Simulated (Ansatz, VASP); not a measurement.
## Cross-check of SnSe2 between VASP and Ansatz

One calculation is typed for both programs; each brings its own data sets. How far apart do they land? The cell is taken from a series of runs on this material, whose earlier steps may have relaxed, scaled, displaced or heated it; both programs get it as it stands.

Program: Ansatz 0.2.0. Level of theory: plane waves, with VASP 6.6.1 beside it; PBE. Results are calculated unless marked as measured.

## 1. Starting point

The cell holds 3 atoms: 1 Sn and 2 Se. Its edges and angles: a = 3.718 Å, b = 3.718 Å, c = 30.460 Å, α = 90.0°, β = 90.0°, γ = 120.0°. Vacuum lies along c.

Coordinates:

```xyz
3
Lattice="3.7183 0.0000 0.0000 -1.8592 3.2202 0.0000 0.0000 0.0000 30.4600" Properties=species:S:1:pos:R:3
Sn    0.0000    2.1468   10.0000
Se    1.8592    1.0734   11.7359
Se    1.8592    1.0734    8.2641
```

## 2. VASP: zone-centre phonons, PBE, pair 1

Second derivatives magnify differences that forces hide, and they need a tight electronic threshold.

Lines of VASP's logs that name or quote its potential files are left out, and so is its time.

Contents of INCAR:

```
SYSTEM = SnSe2
PREC = Accurate
ENCUT = 500
EDIFF = 1E-08
NELM = 120
ISMEAR = 0
SIGMA = 0.1
LREAL = .FALSE.
ALGO = Normal
GGA = PE
NBANDS = 19
LORBIT = 11
LWAVE = .FALSE.
LCHARG = .FALSE.
ISIF = 2
IBRION = 8
LASPH = .TRUE.
GGA_COMPAT = .FALSE.
NELMDL = -8
KPAR = 2
```

Contents of POSCAR:

```
SnSe2
1.0
    3.7183109932      0.0000000000      0.0000000000
   -1.8591554966      3.2201517793      0.0000000000
    0.0000000000      0.0000000000     30.4600000000
Sn Se
1 2
Direct
    0.3333333333      0.6666666667      0.3282994091
    0.6666666666      0.3333333334      0.3852874606
    0.6666666666      0.3333333334      0.2713113577
```

Contents of KPOINTS:

```
Automatic mesh
0
Gamma
12 12 1
0 0 0
```

Potentials, in the order of the species: Sn_d and Se (PBE family, release 64).

The run is started by

```console
mpirun -np 2 vasp_std
```

Numbers of over 12 decimals in the logs are rounded to 6 here.

The log of the run:

```text
[banner, memory and clock lines left out]
running    2 mpi-ranks, on    1 nodes
 distrk:  each k-point on    1 cores,    2 groups
 distr:  one band on    1 cores,    1 groups

 POSCAR found type information on POSCAR SnSe
 POSCAR found :  2 types and       3 ions
 LDA part: xc-table for (Slater+PW92), standard interpolation
 POSCAR, INCAR and KPOINTS ok, starting setup
 FFT: planning ... GRIDC
 FFT: planning ... GRID_SOFT
 FFT: planning ... GRID
 WAVECAR not read
 entering main loop
       N       E                     dE             d eps       ncg     rms          rms(c)
DAV:   1     0.175246445857E+03    0.17525E+03   -0.10271E+04   866   0.993E+02
DAV:   2     0.928758697589E+01   -0.16596E+03   -0.16056E+03   992   0.217E+02
DAV:   3    -0.108747333073E+02   -0.20162E+02   -0.19825E+02   954   0.873E+01
DAV:   4    -0.113976279262E+02   -0.52289E+00   -0.52201E+00   944   0.170E+01
DAV:   5    -0.114100205679E+02   -0.12393E-01   -0.12392E-01  1056   0.277E+00
DAV:   6    -0.114102100655E+02   -0.18950E-03   -0.18950E-03   993   0.279E-01
DAV:   7    -0.114102203365E+02   -0.10271E-04   -0.10270E-04  1115   0.519E-02
DAV:   8    -0.114102204276E+02   -0.91108E-07   -0.90803E-07  1025   0.516E-03    0.475E+00
DAV:   9    -0.110743429292E+02    0.33588E+00   -0.78339E-01  1049   0.853E+00    0.305E+00
DAV:  10    -0.110487605999E+02    0.25582E-01   -0.23889E-01   816   0.288E+00    0.582E-01
DAV:  11    -0.110464723647E+02    0.22882E-02   -0.23303E-02   915   0.139E+00    0.308E-01
DAV:  12    -0.110466686049E+02   -0.19624E-03   -0.21337E-03   805   0.310E-01    0.762E-02
DAV:  13    -0.110467056364E+02   -0.37032E-04   -0.19183E-04   995   0.106E-01    0.391E-02
DAV:  14    -0.110467582450E+02   -0.52609E-04   -0.79339E-05   775   0.482E-02    0.114E-02
[...]
DAV:  21    -0.110468740830E+02   -0.19401E-05   -0.23989E-08   812   0.906E-04    0.661E-04
DAV:  22    -0.110468758481E+02   -0.17651E-05   -0.20967E-08   742   0.678E-04    0.256E-04
DAV:  23    -0.110468769474E+02   -0.10994E-05   -0.25108E-08   771   0.413E-04    0.323E-04
DAV:  24    -0.110468773083E+02   -0.36084E-06   -0.10996E-09   783   0.218E-04    0.153E-04
DAV:  25    -0.110468777174E+02   -0.40916E-06   -0.28845E-09   642   0.184E-04    0.812E-05
DAV:  26    -0.110468778746E+02   -0.15716E-06    0.54192E-11   785   0.129E-04    0.822E-05
DAV:  27    -0.110468779294E+02   -0.54858E-07    0.12356E-09   726   0.773E-05    0.364E-05
DAV:  28    -0.110468779354E+02   -0.59840E-08    0.17157E-09   659   0.438E-05
   1 F= -.11046878E+02 E0= -.11044736E+02  d E =-.428402E-02
 Linear response reoptimize wavefunctions to high precision
DAV:   1    -0.110468779401E+02   -0.46557E-08    0.17323E-09   709   0.272E-05
DAV:   2    -0.110468779401E+02    0.54570E-11    0.17561E-09   558   0.113E-05
DAV:   3    -0.110468779401E+02   -0.90949E-11    0.17456E-09   457   0.669E-06
 Linear response DOF=           4
 Linear response progress:
  Degree of freedom:   1/  4
       N       E                     dE             d eps       ncg     rms          rms(c)
RMM:   1    -0.207321483689E+00   -0.20732E+00    0.83893E-01  3311   0.138E+01
RMM:   2    -0.212468207346E+00   -0.51467E-02   -0.15028E-02  4970   0.949E-01    0.687E-02
RMM:   3    -0.212363705678E+00    0.10450E-03   -0.13815E-03  5291   0.248E-01    0.359E-02
RMM:   4    -0.212098287057E+00    0.26542E-03   -0.12065E-04  5533   0.840E-02    0.188E-02
RMM:   5    -0.211949666921E+00    0.14862E-03   -0.22406E-05  5338   0.339E-02    0.413E-03
RMM:   6    -0.211940871588E+00    0.87953E-05   -0.29633E-06  5915   0.135E-02    0.207E-03
RMM:   7    -0.211948328211E+00   -0.74566E-05   -0.24695E-07  5919   0.543E-03    0.277E-04
RMM:   8    -0.211947911655E+00    0.41656E-06    0.14467E-07  6161   0.225E-03    0.142E-04
RMM:   9    -0.211948899092E+00   -0.98744E-06    0.20779E-07  5934   0.989E-04    0.245E-05
RMM:  10    -0.211948918473E+00   -0.19381E-07    0.55212E-08  6295   0.435E-04    0.120E-05
RMM:  11    -0.211948932947E+00   -0.14473E-07    0.66017E-08  6196   0.196E-04    0.843E-06
RMM:  12    -0.211948919268E+00    0.13679E-07    0.21552E-08  6244   0.964E-05    0.272E-06
RMM:  13    -0.211948908374E+00    0.10894E-07    0.18585E-08  6185   0.461E-05    0.165E-06
RMM:  14    -0.211948893537E+00    0.14837E-07    0.79066E-09  5952   0.231E-05    0.812E-07
RMM:  15    -0.211948891868E+00    0.16697E-08    0.81655E-09  4507   0.117E-05    0.256E-07
 first order change of Fermi-energy  -0.14556E-04
 force on displaced ion       1 direction 1 :  -4.665  -0.000   0.000
 Linear response progress:
  Degree of freedom:   2/  4
       N       E                     dE             d eps       ncg     rms          rms(c)
RMM:   1    -0.239245939309E+00   -0.23925E+00    0.83376E-01   867   0.134E+01
RMM:   2    -0.243040608487E+00   -0.37947E-02   -0.16305E-02  1278   0.962E-01    0.110E-01
RMM:   3    -0.242201338594E+00    0.83927E-03   -0.19034E-03  1387   0.285E-01    0.789E-02
RMM:   4    -0.241692773751E+00    0.50856E-03   -0.24429E-04  1391   0.108E-01    0.435E-02
RMM:   5    -0.241171427311E+00    0.52135E-03   -0.11001E-04  1369   0.749E-02    0.129E-02
RMM:   6    -0.241126039893E+00    0.45387E-04   -0.34326E-07  1478   0.265E-02    0.683E-03
RMM:   7    -0.241185148063E+00   -0.59108E-04   -0.55989E-06  1410   0.113E-02    0.210E-03
RMM:   8    -0.241186174756E+00   -0.10267E-05   -0.99479E-07  1449   0.410E-03    0.101E-03
RMM:   9    -0.241193016125E+00   -0.68414E-05   -0.21011E-07  1401   0.183E-03    0.213E-04
RMM:  10    -0.241193528516E+00   -0.51239E-06    0.36234E-08  1500   0.882E-04    0.156E-04
RMM:  11    -0.241194736925E+00   -0.12084E-05   -0.14197E-07  1413   0.641E-04    0.999E-05
RMM:  12    -0.241194383194E+00    0.35373E-06    0.28465E-07  1464   0.319E-04    0.770E-05
RMM:  13    -0.241193469033E+00    0.91416E-06   -0.25390E-08  1436   0.284E-04    0.287E-05
RMM:  14    -0.241193600885E+00   -0.13185E-06    0.12125E-07  1525   0.727E-05    0.187E-05
RMM:  15    -0.241193669900E+00   -0.69016E-07    0.56157E-09  1431   0.455E-05    0.524E-06
RMM:  16    -0.241193665795E+00    0.41053E-08   -0.35125E-09  1401   0.315E-05    0.565E-06
 first order change of Fermi-energy  -0.21242E-03
 force on displaced ion       1 direction 3 :   0.000   0.000 -13.749
 Linear response progress:
  Degree of freedom:   3/  4
       N       E                     dE             d eps       ncg     rms          rms(c)
RMM:   1    -0.777048005138E-01   -0.77705E-01    0.56641E-02  6420   0.136E+00
RMM:   2    -0.775372194315E-01    0.16758E-03   -0.25570E-03  4743   0.290E-01    0.924E-02
RMM:   3    -0.778054519709E-01   -0.26823E-03   -0.21313E-04  5352   0.876E-02    0.485E-02
RMM:   4    -0.781875518840E-01   -0.38210E-03   -0.70388E-05  5403   0.487E-02    0.759E-03
RMM:   5    -0.782180112960E-01   -0.30459E-04   -0.57818E-06  5722   0.153E-02    0.343E-03
RMM:   6    -0.782140290526E-01    0.39822E-05   -0.62997E-07  5769   0.412E-03    0.144E-03
RMM:   7    -0.782194844611E-01   -0.54554E-05   -0.13726E-07  5721   0.143E-03    0.394E-04
RMM:   8    -0.782216047502E-01   -0.21203E-05   -0.14350E-07  5925   0.522E-04    0.928E-05
RMM:   9    -0.782214762337E-01    0.12852E-06    0.21778E-07  6073   0.193E-04    0.156E-05
RMM:  10    -0.782214574418E-01    0.18792E-07   -0.10330E-08  6387   0.562E-05    0.923E-06
RMM:  11    -0.782214868589E-01   -0.29417E-07   -0.51861E-10  5890   0.196E-05    0.370E-06
RMM:  12    -0.782215267592E-01   -0.39900E-07    0.31792E-09  5844   0.963E-06    0.142E-06
RMM:  13    -0.782215262036E-01    0.55558E-09   -0.30918E-09  5209   0.290E-06    0.546E-07
 first order change of Fermi-energy  -0.17532E-04
 force on displaced ion       2 direction 1 :  -0.319   0.000  -0.001
 Linear response progress:
  Degree of freedom:   4/  4
       N       E                     dE             d eps       ncg     rms          rms(c)
RMM:   1    -0.118903865332E+00   -0.11890E+00    0.57959E-02  1565   0.148E+00
RMM:   2    -0.116332552124E+00    0.25713E-02   -0.32941E-03  1315   0.287E-01    0.994E-02
RMM:   3    -0.116172680129E+00    0.15987E-03   -0.30221E-04  1407   0.953E-02    0.494E-02
RMM:   4    -0.116126868531E+00    0.45812E-04   -0.77902E-05  1407   0.429E-02    0.293E-02
RMM:   5    -0.116141166240E+00   -0.14298E-04   -0.24343E-05  1392   0.274E-02    0.850E-03
RMM:   6    -0.116148701310E+00   -0.75351E-05   -0.25624E-06  1472   0.979E-03    0.361E-03
RMM:   7    -0.116150710667E+00   -0.20094E-05   -0.82574E-07  1419   0.439E-03    0.569E-04
RMM:   8    -0.116151889515E+00   -0.11788E-05   -0.12197E-07  1396   0.152E-03    0.369E-04
RMM:   9    -0.116155055829E+00   -0.31663E-05   -0.14861E-07  1360   0.114E-03    0.241E-04
RMM:  10    -0.116155624905E+00   -0.56908E-06   -0.77050E-08  1541   0.396E-04    0.154E-04
RMM:  11    -0.116157666354E+00   -0.20414E-05    0.10542E-07  1432   0.531E-04    0.800E-05
RMM:  12    -0.116157991705E+00   -0.32535E-06   -0.63421E-07  1483   0.208E-04    0.385E-05
RMM:  13    -0.116158218146E+00   -0.22644E-06   -0.26228E-07  1425   0.216E-04    0.239E-05
RMM:  14    -0.116158202431E+00    0.15715E-07    0.35464E-07  1457   0.928E-05    0.113E-05
RMM:  15    -0.116158220708E+00   -0.18276E-07   -0.77290E-08  1442   0.772E-05    0.927E-06
RMM:  16    -0.116158250505E+00   -0.29797E-07    0.13586E-07  1483   0.275E-05    0.336E-06
RMM:  17    -0.116158277463E+00   -0.26958E-07    0.30483E-08  1452   0.272E-05    0.299E-06
RMM:  18    -0.116158272970E+00    0.44929E-08   -0.30081E-08  1453   0.187E-05    0.112E-06
 first order change of Fermi-energy   0.27579E+00
 force on displaced ion       2 direction 3 :   0.000   0.000  -9.122
 Linear response finished
```

OUTCAR, selected parts (step 2):

```text
ion  position               nearest neighbor table
   1  0.333  0.667  0.328-   3 2.76   3 2.76   3 2.76   2 2.76   2 2.76   2 2.76
   2  0.667  0.333  0.385-   1 2.76   1 2.76   1 2.76
   3  0.667  0.333  0.271-   1 2.76   1 2.76   1 2.76

  LATTYP: Found a hexagonal cell.
 ALAT       =     3.7183109932
 C/A-ratio  =     8.1918914410

 Subroutine GETGRP returns: Found 12 space group operations
 (whereof  6 operations were pure point group operations)

The static configuration has the point symmetry C_3v.
 The point group associated with its full space group is D_3h.

 Found     19 irreducible k-points:

   k-points           NKPTS =     19   k-points in BZ     NKDIM =     19   number of bands    NBANDS=     19

   dimension x,y,z NGX =    28 NGY =   28 NGZ =  224
   dimension x,y,z NGXF=    56 NGYF=   56 NGZF=  448

   ENCUT  =  500.0 eV  36.75 Ry    6.06 a.u.   6.78  6.78 55.54*2*pi/ulx,y,z

   NELECT =      26.0000    total number of electrons

 k-points in reciprocal lattice and weights: Automatic mesh
   0.00000000  0.00000000  0.00000000       0.007
   0.08333333 -0.00000000  0.00000000       0.042
   0.16666667 -0.00000000  0.00000000       0.042
   0.25000000 -0.00000000  0.00000000       0.042
   0.33333333 -0.00000000  0.00000000       0.042
   0.41666667  0.00000000  0.00000000       0.042
   0.50000000 -0.00000000  0.00000000       0.021
   0.08333333  0.08333333  0.00000000       0.042
   0.16666667  0.08333333  0.00000000       0.083
[...]
0.33333333  0.25000000  0.00000000       0.083
   0.33333333  0.33333333  0.00000000       0.014

 average (electrostatic) potential at core
       1-110.7675       2 -61.2798       3 -61.2798

  Total        1.4899477      1.4899477      0.0449373      0.0000000      0.0000000      0.0000000
  in kB        6.5453013      6.5453013      0.1974083      0.0000000      0.0000000      0.0000000
  external PRESSURE =       4.4293370 kB  Pullay stress =       0.0000000 kB

  energy-cutoff  :      500.00
  volume of cell :      364.71
      direct lattice vectors                 reciprocal lattice vectors
     3.718310993  0.000000000  0.000000000     0.268939312  0.155272184  0.000000000
    -1.859155497  3.220151779  0.000000000     0.000000000  0.310544368  0.000000000
     0.000000000  0.000000000 30.460000000     0.000000000  0.000000000  0.032829941

 POSITION                                       TOTAL-FORCE (eV/Angst)
 -----------------------------------------------------------------------------------
     -0.00000      2.14677     10.00000         0.000000      0.000000      0.000000
      1.85916      1.07338     11.73586         0.000000     -0.000000      0.016590
      1.85916      1.07338      8.26414        -0.000000     -0.000000     -0.016590
 -----------------------------------------------------------------------------------
    total drift:                                0.000001     -0.000000      0.000078

 Eigenvectors and eigenvalues of the dynamical matrix
 ----------------------------------------------------

   1 f  =    7.040736 THz    44.238251 2PiTHz  234.853683 cm-1    29.118133 meV
             X         Y         Z           dx          dy          dz
     -0.000000  2.146768 10.000000    -0.000000   -0.000000   -0.755651
      1.859155  1.073384 11.735856     0.000000    0.000000    0.463137
      1.859155  1.073384  8.264144     0.000000    0.000000    0.463137

   2 f  =    5.933301 THz    37.280028 2PiTHz  197.913611 cm-1    24.538149 meV
             X         Y         Z           dx          dy          dz
     -0.000000  2.146768 10.000000    -0.000000   -0.000000    0.000000
      1.859155  1.073384 11.735856     0.000000    0.000000    0.707107
      1.859155  1.073384  8.264144     0.000000    0.000000   -0.707107

   3 f  =    4.100341 THz    25.763204 2PiTHz  136.772664 cm-1    16.957641 meV
             X         Y         Z           dx          dy          dz
     -0.000000  2.146768 10.000000     0.000002   -0.755771    0.000000
      1.859155  1.073384 11.735856    -0.000001    0.463039   -0.000000
      1.859155  1.073384  8.264144    -0.000001    0.463039    0.000000

   4 f  =    4.100341 THz    25.763204 2PiTHz  136.772664 cm-1    16.957641 meV
             X         Y         Z           dx          dy          dz
     -0.000000  2.146768 10.000000    -0.755771   -0.000002    0.000000
      1.859155  1.073384 11.735856     0.463039    0.000001   -0.000000
      1.859155  1.073384  8.264144     0.463039    0.000001    0.000000

   5 f/i=    0.000977 THz     0.006138 2PiTHz    0.032587 cm-1     0.004040 meV
             X         Y         Z           dx          dy          dz
     -0.000000  2.146768 10.000000    -0.000000   -0.000000   -0.654975
      1.859155  1.073384 11.735856    -0.000000   -0.000000   -0.534326
      1.859155  1.073384  8.264144    -0.000000   -0.000000   -0.534326

   6 f/i=    0.001324 THz     0.008318 2PiTHz    0.044157 cm-1     0.005475 meV
             X         Y         Z           dx          dy          dz
     -0.000000  2.146768 10.000000    -0.651004   -0.070734    0.000000
      1.859155  1.073384 11.735856    -0.531284   -0.057726    0.000000
      1.859155  1.073384  8.264144    -0.531284   -0.057726    0.000000

   7 f/i=    0.001324 THz     0.008318 2PiTHz    0.044157 cm-1     0.005475 meV
             X         Y         Z           dx          dy          dz
     -0.000000  2.146768 10.000000     0.070734   -0.651004   -0.000000
      1.859155  1.073384 11.735856     0.057726   -0.531284   -0.000000
      1.859155  1.073384  8.264144     0.057726   -0.531284   -0.000000

   8 f/i=    2.287410 THz    14.372221 2PiTHz   76.299787 cm-1     9.459964 meV
             X         Y         Z           dx          dy          dz
     -0.000000  2.146768 10.000000    -0.000000    0.000000   -0.000000
      1.859155  1.073384 11.735856    -0.707107   -0.000020   -0.000000
      1.859155  1.073384  8.264144     0.707107    0.000020   -0.000000

   9 f/i=    2.287410 THz    14.372221 2PiTHz   76.299787 cm-1     9.459964 meV
             X         Y         Z           dx          dy          dz
     -0.000000  2.146768 10.000000     0.000000    0.000000   -0.000000
      1.859155  1.073384 11.735856     0.000020   -0.707107   -0.000000
      1.859155  1.073384  8.264144    -0.000020    0.707107   -0.000000

 ELASTIC MODULI CONTR FROM IONIC RELAXATION (kBar)
 Direction    XX          YY          ZZ          XY          YZ          ZX
 --------------------------------------------------------------------------------
 XX         -13.6684     -4.7636    -52.6023     -0.0000     -0.0000      0.0000
 YY          -4.7636    -13.6684    -52.6023      0.0000      0.0000     -0.0000
 ZZ         -52.6023    -52.6023   -300.2382     -0.0000      0.0000     -0.0000
 XY          -0.0000      0.0000     -0.0000     -4.4524      0.0000      0.0000
 YZ          -0.0000      0.0000      0.0000      0.0000      0.0000      0.0000
 ZX           0.0000     -0.0000     -0.0000      0.0000      0.0000     -0.0000
 --------------------------------------------------------------------------------
```

(Continued in part 2 of 2.)

[Lines on the potential files, build, host, timing and source positions are cut from VASP's logs without a mark.]

[Logs are printed without paths, hosts, clocks, repeated set-up lines and the standing remarks that a program may print on its own settings, such as how far it seeks lower states.]

[Hosts, paths, dates, database ids (printed as entryN), source tags and the programs' standing remarks are cut or masked in the printed files.]
